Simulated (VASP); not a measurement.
Input of a VASP 6.6.1 run:

Contents of INCAR:

```
SYSTEM = Al2SiF2
  PREC = Accurate
  ENCUT = 520
  EDIFF = 1E-6
  ISMEAR = 0
  SIGMA = 0.1
  LREAL = .FALSE.
  LASPH = .TRUE.
  NELM = 150
  ALGO = Normal
  ISIF = 2
  LWAVE = .FALSE.
  LCHARG = .FALSE.
  METAGGA = R2SCAN
  LMIXTAU = .TRUE.
  NBANDS = 35
  KPAR = 8
```

File KPOINTS:

```
Automatic mesh
0
G
  6 4 4
  0 0 0
```

The input POSCAR:

```
Al2SiF2                                 
1.0
    4.7012621035      0.0652001597      0.0378418357
    0.0749744651      4.9713592869     -0.0076848051
    2.2924080298      0.0331691164      6.9902093091
  Al              Si              F             
     4     2     4
Direct
     0.8340842917795702    0.2492116930175385    0.8310693686421349
     0.4019648307745622    0.7475384109728533    0.6921125881398843
     0.1627862949977697    0.2508242888935574    0.1747333742235958
     0.5914258129996054    0.7509605885630325    0.3155635069634350
     0.0039802759282616    0.8825416491031700    0.0086845913278698
     0.4876927750600172    0.6177708460382766    0.0081165683813815
     0.6760733233333530    0.0782671903525845    0.6766439055376461
     0.1477543889500932    0.4205710867950750    0.6774704138564823
     0.3273493139668227    0.0845082169986144    0.3342438510815727
     0.8390865022099414    0.4173628792652945    0.3344140618460034
```

Potentials or basis: VASP PAW PBE potentials, release 64 (Al, Si, F).

Run with:

```console
$ cat potpaw_PBE.64/Al/POTCAR potpaw_PBE.64/Si/POTCAR potpaw_PBE.64/F/POTCAR > POTCAR
$ mpirun -np 8 vasp_std > vasp.out
```

(1) Predict the band gap on the k mesh.

(2) Estimate the largest force.

Results:

(1) none (metal or under the smearing width).

(2) 0.443 eV/Å.

Caveat: the PAW data sets were made with another functional, which shifts forces and pressure a little.
